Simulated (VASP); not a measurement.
VASP ran on this input.

INCAR:
```
! general
SYSTEM =LaAs
PREC   =Accurate
ENCUT  =400   ! plane-wave cut-off (eV)
LREAL  =.False.
LASPH  =.True.   ! aspherical one-centre terms

! electronic loop
EDIFF  =1E-6   ! SCF stop (eV)
NELM   =100   ! most electronic steps
ALGO   =Normal   ! blocked Davidson
LMAXMIX=6   ! l cut-off of mixed one-centre charges

! smearing
ISMEAR =0   ! Gaussian
SIGMA  =0.05

! functional
GGA    =PE   ! PBE

! ions
ISIF   =2

! output
LWAVE  =.False.
LCHARG =.False.
```

### KPOINTS
```
Automatic mesh
0
Gamma
6 6 6
0 0 0
```

File POSCAR:
```
LaAs
1
    2.1664550000     1.2508030000     3.7078770000
   -2.1664550000     1.2508030000     3.7078770000
    0.0000000000    -2.5016060000     3.7078770000
La As
1 1
Direct
  0.7624000000   0.7624000000   0.7624000000
  0.2376000000   0.2376000000   0.2376000000
```

POTCAR, in this order: La As (PBE.64 set). Program: vasp_std.

Problem. Write an equivalent input for Ansatz.

Solution. One equivalent input (not run):
Ansatz 0.2 input:
```yaml
crystal:
  lattice:
    - [2.1664550, 1.2508030, 3.7078770]
    - [-2.1664550, 1.2508030, 3.7078770]
    - [0.0000000, -2.5016060, 3.7078770]
  atoms:
    - { symbol: La, position: [0.7624000, 0.7624000, 0.7624000] }
    - { symbol: As, position: [0.2376000, 0.2376000, 0.2376000] }
kpoints:
  mp_grid: { grid: [6, 6, 6] }
hamiltonian:
  xc: pbe
  pseudopotentials: { kind: paw }
scf:
  occupations: { method: gaussian, width: 0.05 }
  max_iter: 100
output: { forces: true, stress: true, eigenvalues: true }
```
The two are equivalent in intent, not identical: each code has its own PAW files, so the cut-off isn't converted (ENCUT is set for VASP's; basis.ecutwfc is left out, and Ansatz then takes the one that its files recommend); Ansatz stops its SCF on the density residual and VASP on the energy change (EDIFF).

The structure was generated: LaAs was put into the alpha-GeTe type (R3m), which need not be its known phase. The cell was not relaxed at this level.
